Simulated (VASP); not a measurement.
Here is a VASP 6.6.1 calculation.

The input INCAR:

```
ALGO = Fast
EDIFF = 1E-6
ENCUT = 520
GGA = PE
ISIF = 2
ISMEAR = -1
LASPH = True
LCHARG = False
LREAL = False
LWAVE = False
NBANDS = 20
NELM = 100
PREC = Accurate
SIGMA = 0.0217
```

Contents of KPOINTS:

```
k-points
0
Gamma
  11 11 6
```

POSCAR

```
LiCd2
1.0
    3.4761620000      0.0000000000      0.0000000000
   -1.7380810000      3.0104450000      0.0000000000
    0.0000000000      0.0000000000      5.7426930000
Li Cd
1 2
Direct
    0.0000000000      0.0000000000      0.0000000000
    0.3333000000      0.6667000000      0.7576300000
    0.6667000000      0.3333000000      0.2423700000
```

Potentials or basis: VASP PAW PBE potentials, release 64 (Li_sv, Cd).

Launch:

```sh
$ cat potpaw_PBE.64/Li_sv/POTCAR potpaw_PBE.64/Cd/POTCAR > POTCAR
$ mpirun -np 1 vasp_std > vasp.out
```

**Question.** What does it give for the band gap on the k mesh?

**Answer.** None (metal or under the smearing width).

**Question.** What does it give for the largest force?

**Answer.** 1.729 eV/Å.

Forces in eV/Å, atoms in the order of the input:
```
Li   0.000  0.000  0.000
Cd   0.000  0.000 -1.729
Cd   0.000  0.000  1.729
```

Caveat: forces of over 1 eV/Å show positions far from the minimum, so gaps and moduli don't describe the material at rest.
